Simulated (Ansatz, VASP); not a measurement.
# BP in two plane-wave programs, part 2 of 2

One calculation is typed for both programs; each brings its own data sets. How far apart do they land? The cell is taken from a series of runs on this material, whose earlier steps may have relaxed, scaled, displaced or heated it; both programs get it as it stands.

VASP 6.6.1 and Ansatz 0.2.0.

So far. Step 5 (VASP: single point, PBE, pair 2): The run ends at a pressure of 2.29 GPa.

**6. Ansatz: single point, PBE, pair 2**

Level of this step: Ansatz beside VASP: Kohn-Sham DFT, plane waves, PBE (Ansatz).

The same cell, functional and mesh now go to Ansatz, which takes its cutoff from its data sets.

The cell is taken from a series of runs on this material, whose earlier steps may have relaxed, scaled, displaced or heated it; both programs get it as it stands.

input.yaml

```yaml
crystal:
  lattice:
    - [0.0, 2.2627570599, 2.2627570599]
    - [2.2627570599, 0.0, 2.2627570599]
    - [2.2627570599, 2.2627570599, 0.0]
  atoms:
    - { symbol: B, position: [0.0, 0.0, 0.0] }
    - { symbol: P, position: [0.25, 0.25, 0.25] }
kpoints:
  mp_grid: { grid: [12, 12, 12] }
hamiltonian:
  xc: pbe
scf:
  occupations: { method: fixed }
output:
  forces: true
  stress: true
  eigenvalues: true
```

The run is started by

```console
$ ansatz run input.yaml --threads 2 --pin off --max-ram 5120MiB --backend cpu --events-out ev --progress --plain --runs-dir out
```

Numbers of over 12 decimals in the logs are rounded to 6 here.

The log of the run:

```text
[...]
Crystal: 2 atoms, lattice volume = 23.171 Å³
Basis set: ecut = 420 eV, 459 PW (Γ), exchange–correlation on 48×48×48 points (8 copies of the dense FFT grid, shifted against one another)
Bands: 8, of which v1, the nominal top of the filled ones, is band 4 counted from 1 (3 counted from 0)
Symmetry: 24 space group operations
[...]
k-points: 72 of 1728 (time reversal used)
[...]
Free energy (F): -912.444528 eV
[...]
Internal energy: -912.444528 eV  (E = F + TS)
E sigma→0 (E₀):  -912.444528 eV
Fermi energy:    9.377398 eV
[...]
--- Stress (GPa, compression-positive) ---
        2.525064      -0.000000      -0.000000
        0.000000       2.525064       0.000000
       -0.000000       0.000000       2.525064
  P = ⅓ Tr σ = 2.5251 GPa (25.251 kbar)
--- Band table (eV; the first three rows and the last of 72) ---
[...]
[key lines of the parts left out:]
SCF converged after 6 iterations
```

The run ends at a pressure of 2.53 GPa.

**7. Comparison**

Compared:

```
              quantity  Ansatz   VASP  difference
        pressure (GPa)    2.53   2.29       +0.24
gap on the k mesh (eV)   1.227  1.223      +0.004
```

A gap on the mesh is an upper bound, since the band edges may lie between its points.

**8. Ansatz: single point, PBE, pair 3**

A single point takes one fixed geometry, so differences don't come from the geometry; what else differs is listed under the comparison. The cell compared in this pair holds 24.23 Å³, against 23.17 Å³ for the pair before.

The cell is taken from a series of runs on this material, whose earlier steps may have relaxed, scaled, displaced or heated it; both programs get it as it stands.

input.yaml, the sections that differ from step 6:

```yaml
crystal:
  lattice:
    - [0.0, 2.2967034705, 2.2967034705]
    - [2.2967034705, 0.0, 2.2967034705]
    - [2.2967034705, 2.2967034705, 0.0]
  atoms:
    - { symbol: B, position: [0.0, 0.0, 0.0] }
    - { symbol: P, position: [0.25, 0.25, 0.25] }
# kpoints, hamiltonian, scf, output: as in step 6
```

The log of the run:

```text
[...]
Crystal: 2 atoms, lattice volume = 24.230 Å³
Basis set: ecut = 420 eV, 459 PW (Γ), exchange–correlation on 48×48×48 points (8 copies of the dense FFT grid, shifted against one another)
Bands: 8, of which v1, the nominal top of the filled ones, is band 4 counted from 1 (3 counted from 0)
Symmetry: 24 space group operations
[...]
k-points: 72 of 1728 (time reversal used)
[...]
Free energy (F): -912.437082 eV
[...]
Internal energy: -912.437082 eV  (E = F + TS)
E sigma→0 (E₀):  -912.437082 eV
Fermi energy:    8.773597 eV
[...]
--- Stress (GPa, compression-positive) ---
       -4.519189      -0.000000       0.000000
       -0.000000      -4.519189       0.000000
        0.000000       0.000000      -4.519189
  P = ⅓ Tr σ = -4.5192 GPa (-45.192 kbar)
--- Band table (eV; the first three rows and the last of 72) ---
[...]
[key lines of the parts left out:]
SCF converged after 6 iterations
```

The run ends at a pressure of -4.52 GPa.

**9. VASP: single point, PBE, pair 3**

The same cell, functional and mesh now go to VASP, with its own data sets.

INCAR

```
SYSTEM = BP
PREC = Accurate
ENCUT = 500
EDIFF = 1E-06
NELM = 120
ISMEAR = 0
SIGMA = 0.01
LREAL = .FALSE.
ALGO = Normal
GGA = PE
NBANDS = 10
LORBIT = 11
LWAVE = .FALSE.
LCHARG = .FALSE.
ISIF = 2
LASPH = .TRUE.
GGA_COMPAT = .FALSE.
EFERMI = MIDGAP
```

POSCAR

```
BP
1.0
    0.0000000000      2.2967034705      2.2967034705
    2.2967034705      0.0000000000      2.2967034705
    2.2967034705      2.2967034705      0.0000000000
B P
1 1
Direct
    0.0000000000      0.0000000000      0.0000000000
    0.2500000000      0.2500000000      0.2500000000
```

KPOINTS

```
Automatic mesh
0
Gamma
12 12 12
0 0 0
```

The projector-augmented-wave data sets are B and P (PBE family, release 64).

The run is started by

```console
$ mpirun -np 1 vasp_std
```

The log of the run:

```text
[... set-up lines as in an earlier step ...]
 entering main loop
       N       E                     dE             d eps       ncg     rms          rms(c)
DAV:   1     0.853514703656E+01    0.85351E+01   -0.39169E+03  1440   0.699E+02
DAV:   2    -0.129733422173E+02   -0.21508E+02   -0.20470E+02  2058   0.107E+02
DAV:   3    -0.135500426455E+02   -0.57670E+00   -0.57522E+00  1800   0.161E+01
DAV:   4    -0.135523365976E+02   -0.22940E-02   -0.22937E-02  1822   0.117E+00
[...]
DAV:  11    -0.129200029899E+02   -0.95963E-05   -0.10280E-05  1838   0.229E-02    0.291E-02
DAV:  12    -0.129200040071E+02   -0.10172E-05   -0.38814E-06  1644   0.107E-02    0.684E-03
DAV:  13    -0.129200039749E+02    0.32226E-07   -0.75375E-08   828   0.210E-03
   1 F= -.12920004E+02 E0= -.12920004E+02  d E =0.000000E+00
```

OUTCAR, selected parts (step 9):

```text
  Total       -0.7130769     -0.7130769     -0.7130769      0.0000000      0.0000000     -0.0000000
  in kB      -47.1522230    -47.1522230    -47.1522230      0.0000000      0.0000000     -0.0000000
  external PRESSURE =     -47.1522230 kB  Pullay stress =       0.0000000 kB

 POSITION                                       TOTAL-FORCE (eV/Angst)
 -----------------------------------------------------------------------------------
      0.00000      0.00000      0.00000         0.000000      0.000000     -0.000000
      1.14835      1.14835      1.14835        -0.000000     -0.000000      0.000000
 -----------------------------------------------------------------------------------
    total drift:                                0.000000      0.000000      0.000000

  FREE ENERGIE OF THE ION-ELECTRON SYSTEM (eV)
  ---------------------------------------------------
  free  energy   TOTEN  =       -12.9200039749 eV

  energy  without entropy=      -12.9200039749  energy(sigma->0) =      -12.92000397

[... 1 part as in an earlier step ...]

[... 2 further parts left out ...]
[key lines of the parts left out:]
E-fermi :   7.6508
```

The run ends at a pressure of -4.72 GPa.

**10. Comparison**

The two programs side by side:

| quantity | Ansatz | VASP | difference |
| --- | --- | --- | --- |
| pressure (GPa) | -4.52 | -4.72 | +0.20 |
| gap on the k mesh (eV) | 1.291 | 1.287 | +0.003 |

A gap on the mesh is an upper bound, since the band edges may lie between its points.

**11. Summary of results**

```yaml
difference_in_gap_on_the_k_mesh_single_point_pbe_pair_1: 0.0038 eV
difference_in_gap_on_the_k_mesh_single_point_pbe_pair_2: 0.0041 eV
difference_in_gap_on_the_k_mesh_single_point_pbe_pair_3: 0.0034 eV
```

**Reading.** The difference in gap on the k mesh is 0.0041 eV (single point, PBE, pair 2), within the 0.08 eV picked in this series as the mark of a large difference. 2 further pairs of this series are not shown here. Such differences can come from data sets, numerical settings and the points named under the comparisons, not from the functional's error against experiment.

[Lines on the potential files, build, host, timing and source positions are cut from VASP's logs without a mark.]

[Logs are printed without paths, hosts, clocks, repeated set-up lines and the standing remarks that a program may print on its own settings, such as how far it seeks lower states.]

[Hosts, paths, dates, database ids (printed as entryN), source tags and the programs' standing remarks are cut or masked in the printed files.]
